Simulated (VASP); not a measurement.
Given:

```xyz
2
Lattice="0.0000 2.3724 2.3724 2.3724 0.0000 2.3724 2.3724 2.3724 0.0000" Properties=species:S:1:pos:R:3 pbc="T T T"
Sn     0.0000     0.0000     0.0000
C      2.3724     2.3724     2.3724
```

All values below come from PBEsol GGA, VASP's PBE PAW potentials (set 64) (plane waves; VASP). Run with 520 eV cut-off, 12×12×12 Γ-centred mesh, first-order Methfessel-Paxton smearing of 0.10 eV, potentials Sn_d C.

Unless said otherwise, spin-orbit coupling is left out, though it shifts the bands of the heavy elements here.

Question: What does the run give for the energy per atom (σ→0), band gap (on the k-mesh) with the smallest direct gap where there is one?

Answer: 
band gap (on the k-mesh): none (metal, semimetal or under 0.01 eV)
energy per atom (σ→0): -5.744 eV/atom

Total energies compare only between runs with the same potentials, cut-off and functional.

The structure was generated: SnC was put into the rock salt type (Fm-3m), which need not be its known phase. It was relaxed first, which changed the volume by +7 %. The start is the result of an earlier pass.
